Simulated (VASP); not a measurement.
Energy against volume of SiC (zinc blende). These are TPSS meta-GGA, VASP's PBE PAW potentials (set 64) (plane waves; VASP 6.6.1) values and carry that method's errors. Settings: 520 eV cut-off, 10×10×10 Γ-centred mesh, Gaussian smearing of 0.050 eV, potentials Si C.

| V (Å³/atom) | E (eV/atom) |
|---|---|
| 9.769 | -10.47635 |
| 10.081 | -10.49799 |
| 10.393 | -10.50485 |
| 10.705 | -10.49893 |

### Question
Fit these four points and predict the energy of the run at 11.016 Å³/atom.

### Answer
A cubic in V^(−2/3), the third-order Birch-Murnaghan form, passes through the four points with V0 = 10.40 Å³/atom and B0 = 218 GPa, and gives -10.4820 eV/atom there. The run gave -10.4820 eV/atom, -0.0 meV/atom from the fit; all five points give B0 = 218 GPa.

The compound is SiC in the zinc blende structure. It was relaxed first.
